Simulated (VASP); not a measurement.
Output of a VASP run:

**OUTCAR**
```
 ion  position               nearest neighbor table
   1  0.000  0.000  0.000-   2 2.19   2 2.19   2 2.19   2 2.19   2 2.19   2 2.19
   2  0.333  0.667  0.500-   1 2.19   1 2.19   1 2.19   1 2.19   1 2.19   1 2.19
  LATTYP: Found a hexagonal cell.
 ALAT       =     2.9033708332
 C/A-ratio  =     0.9737746062
 Subroutine PRICEL returns:
 Original cell was already a primitive cell.
 Subroutine GETGRP returns: Found 12 space group operations
The static configuration has the point symmetry D_3h.
The dynamic configuration has the point symmetry D_3h.
 Subroutine INISYM returns: Found 12 space group operations
 Subroutine IBZKPT returns following result:
 Found    168 irreducible k-points:

 Following reciprocal coordinates:
            Coordinates               Weight
  0.000000  0.000000  0.000000      1.000000
  0.071429  0.000000  0.000000      6.000000
  0.142857  0.000000  0.000000      6.000000
  0.214286  0.000000  0.000000      6.000000
  0.285714  0.000000  0.000000      6.000000
  0.357143  0.000000  0.000000      6.000000
  0.428571  0.000000  0.000000      6.000000
  0.500000  0.000000  0.000000      3.000000
  0.071429  0.071429  0.000000      6.000000
  0.142857  0.071429  0.000000     12.000000
  0.214286  0.071429  0.000000     12.000000
  0.285714  0.071429  0.000000     12.000000
  0.357143  0.071429  0.000000     12.000000
  0.428571  0.071429  0.000000     12.000000
  0.142857  0.142857  0.000000      6.000000
  0.214286  0.142857  0.000000     12.000000
  0.285714  0.142857  0.000000     12.000000
  0.357143  0.142857  0.000000     12.000000
  0.428571  0.142857  0.000000      6.000000
  0.214286  0.214286  0.000000      6.000000
  0.285714  0.214286  0.000000     12.000000
  0.357143  0.214286  0.000000     12.000000
  0.285714  0.285714  0.000000      6.000000
  0.357143  0.285714  0.000000      6.000000
  0.000000  0.000000  0.076923      2.000000
  0.071429  0.000000  0.076923     12.000000
  0.142857  0.000000  0.076923     12.000000
  0.214286  0.000000  0.076923     12.000000
  0.285714  0.000000  0.076923     12.000000
  0.357143  0.000000  0.076923     12.000000
  0.428571  0.000000  0.076923     12.000000
  0.500000  0.000000  0.076923      6.000000
  0.071429  0.071429  0.076923     12.000000
  0.142857  0.071429  0.076923     24.000000
  0.214286  0.071429  0.076923     24.000000
  0.285714  0.071429  0.076923     24.000000
  0.357143  0.071429  0.076923     24.000000
  0.428571  0.071429  0.076923     24.000000
  0.142857  0.142857  0.076923     12.000000
  0.214286  0.142857  0.076923     24.000000
   k-points           NKPTS =    168   k-points in BZ     NKDIM =    168   number of bands    NBANDS=     13
   number of dos      NEDOS =    301   number of ions     NIONS =      2
   total plane-waves  NPLWV =  13824
   dimension x,y,z NGX =    24 NGY =   24 NGZ =   24
   dimension x,y,z NGXF=    48 NGYF=   48 NGZF=   48
   ions per type =               1   1
   PREC   = accura    normal or accurate (medium, high low for compatibility)
   ISTART =      0    job   : 0-new  1-cont  2-samecut
   ICHARG =      2    charge: 1-file 2-atom 10-const
   ISPIN  =      1    spin polarized calculation?
   LNONCOLLINEAR =      F non collinear calculations
   LSORBIT =      F    spin-orbit coupling
   INIWAV =      1    electr: 0-lowe 1-rand  2-diag
   ENCUT  =  520.0 eV  38.22 Ry    6.18 a.u.   5.40  5.40  5.26*2*pi/ulx,y,z
   NELM   =    100;   NELMIN=  2; NELMDL= -5     # of ELM steps
   EDIFF  = 0.1E-06   stopping-criterion for ELM
   LREAL  =      F    real-space projection
   NLSPLINE    = F    spline interpolate recip. space projectors
   LMAXMIX     =    6 max onsite mixed and CHGCAR
   VOSKOWN=      0    Vosko Wilk Nusair interpolation
   EDIFFG = -.1E-01   stopping-criterion for IOM
   NSW    =     30    number of steps for IOM
   NBLOCK =      1;   KBLOCK =     30    inner block; outer block
...
```

**OSZICAR**
```
       N       E                     dE             d eps       ncg     rms          rms(c)
DAV:   1     0.111040089959E+03    0.11104E+03   -0.97671E+03  4376   0.154E+03
DAV:   2    -0.205665444980E+02   -0.13161E+03   -0.12762E+03  4963   0.381E+02
DAV:   3    -0.245214898472E+02   -0.39549E+01   -0.39220E+01  5286   0.611E+01
DAV:   4    -0.245616918989E+02   -0.40202E-01   -0.40183E-01  4828   0.641E+00
DAV:   5    -0.245620054954E+02   -0.31360E-03   -0.31352E-03  5128   0.595E-01    0.327E+01
DAV:   6    -0.216471052757E+02    0.29149E+01   -0.90907E+00  4918   0.313E+01    0.888E+00
DAV:   7    -0.215960714685E+02    0.51034E-01   -0.37466E-01  4498   0.550E+00    0.612E+00
DAV:   8    -0.215727522062E+02    0.23319E-01   -0.64871E-02  4873   0.240E+00    0.877E-01
DAV:   9    -0.215714929525E+02    0.12593E-02   -0.42507E-03  4696   0.482E-01    0.137E-01
DAV:  10    -0.215714832689E+02    0.96836E-05   -0.28095E-04  4973   0.223E-01    0.811E-02
DAV:  11    -0.215714801910E+02    0.30779E-05   -0.28953E-05  4843   0.477E-02    0.109E-02
DAV:  12    -0.215714787600E+02    0.14310E-05   -0.58023E-06  4818   0.233E-02    0.392E-03
DAV:  13    -0.215714787961E+02   -0.36093E-07   -0.12372E-07  3072   0.383E-03
   1 F= -.21571479E+02 E0= -.21571471E+02  d E =-.215715E+02
       N       E                     dE             d eps       ncg     rms          rms(c)
DAV:   1    -0.215782030887E+02   -0.67243E-02   -0.25552E-01  4388   0.609E+00    0.423E-01
DAV:   2    -0.215730450642E+02    0.51580E-02   -0.10872E-02  4638   0.105E+00    0.227E-01
DAV:   3    -0.215711406341E+02    0.19044E-02   -0.37457E-03  4723   0.569E-01    0.734E-02
DAV:   4    -0.215711215153E+02    0.19119E-04   -0.17045E-04  4818   0.128E-01    0.345E-02
DAV:   5    -0.215711195557E+02    0.19596E-05   -0.13928E-05  4698   0.368E-02    0.672E-03
DAV:   6    -0.215711192680E+02    0.28765E-06   -0.20081E-06  4883   0.140E-02    0.222E-03
DAV:   7    -0.215711192049E+02    0.63093E-07   -0.10673E-07  2580   0.348E-03
   2 F= -.21571119E+02 E0= -.21571115E+02  d E =0.359591E-03
       N       E                     dE             d eps       ncg     rms          rms(c)
DAV:   1    -0.215742413302E+02   -0.31221E-02   -0.83530E-02  4388   0.348E+00    0.243E-01
DAV:   2    -0.215725478906E+02    0.16934E-02   -0.35581E-03  4643   0.597E-01    0.129E-01
DAV:   3    -0.215719403491E+02    0.60754E-03   -0.11721E-03  4708   0.320E-01    0.445E-02
DAV:   4    -0.215719309206E+02    0.94285E-05   -0.59496E-05  4853   0.757E-02    0.204E-02
DAV:   5    -0.215719295088E+02    0.14118E-05   -0.50273E-06  4633   0.226E-02    0.408E-03
DAV:   6    -0.215719292879E+02    0.22087E-06   -0.65890E-07  4838   0.833E-03    0.126E-03
DAV:   7    -0.215719292898E+02   -0.18399E-08   -0.26665E-08  2224   0.180E-03
   3 F= -.21571929E+02 E0= -.21571928E+02  d E =-.450494E-03
```

### OUTCAR
```
------------------------ aborting loop because EDIFF is reached ----------------------------------------
  FORCE on cell =-STRESS in cart. coord.  units (eV):
  Direction    XX          YY          ZZ          XY          YZ          ZX
  --------------------------------------------------------------------------------------
  Total        1.5742959      1.5742960      1.5741345      0.0000000     -0.0000000      0.0000000
  in kB      122.2082025    122.2082101    122.1956682      0.0000000     -0.0000000      0.0000000
  external PRESSURE =     122.2040269 kB  Pullay stress =       0.0000000 kB
  volume of cell :       20.64
      direct lattice vectors                 reciprocal lattice vectors
     1.449877950 -2.511262353  0.000000000     0.344856614 -0.199103052 -0.000000000
     1.449877950  2.511262353 -0.000000000     0.344856614  0.199103052 -0.000000000
     0.000000000  0.000000000  2.834282088    -0.000000000  0.000000000  0.352823032
 POSITION                                       TOTAL-FORCE (eV/Angst)
 -----------------------------------------------------------------------------------
      0.00000      0.00000      2.83428        -0.000000     -0.000000      0.000000
      1.44988      0.83709      1.41714         0.000000      0.000000     -0.000000
 -----------------------------------------------------------------------------------
    total drift:                               -0.000000     -0.000382      0.000000
  FREE ENERGIE OF THE ION-ELECTRON SYSTEM (eV)
  ---------------------------------------------------
  free  energy   TOTEN  =       -21.5719292898 eV

  energy  without entropy=      -21.5719247880  energy(sigma->0) =      -21.57192779

 reached required accuracy - stopping structural energy minimisation
```
(Selected blocks of OUTCAR.)

File POSCAR:
```
WC
1
    1.4516853837    -2.5143929171     0.0000000000
    1.4516853837     2.5143929171     0.0000000000
    0.0000000000     0.0000000000     2.8272287897
W C
1 1
Direct
  0.0000000000   0.0000000000   0.0000000000
  0.3333330000   0.6666670000   0.5000000000
```

**Question.** Reconstruct the remaining input files.

**Answer.** One answer among several that fit: the input of the run itself, revPBE GGA, plane waves, VASP's PBE PAW potentials (set 64).

KPOINTS:
```
Automatic mesh
0
Gamma
14 14 13
0 0 0
```

**INCAR**
```
# general
SYSTEM   =  WC
PREC     =  Accurate
ENCUT    =  520   # plane-wave cut-off (eV)
LREAL    =  .FALSE.   # projection in real space or not
LASPH    =  .TRUE.

# electronic loop
EDIFF    =  1E-7   # SCF stop (eV)
NELM     =  100   # most electronic steps
ALGO     =  Normal   # blocked Davidson
LMAXMIX  =  6   # l cut-off of mixed one-centre charges

# smearing
ISMEAR   =  1
SIGMA    =  0.1   # width (eV)

# functional
GGA      =  RE   # revPBE

# ions
IBRION   =  2   # conjugate gradients
NSW      =  30
ISIF     =  4
EDIFFG   =  -0.01   # ionic stop

# output
LWAVE    =  .FALSE.
LCHARG   =  .FALSE.
```

POTCAR, in this order: W_sv C (PBE.64 set). Program: vasp_std.

The compound is WC in the wc structure. This cell is one point of a volume scan, at 0.97 of the reference volume. Symmetry was kept, so distortions that lower it aren't found.
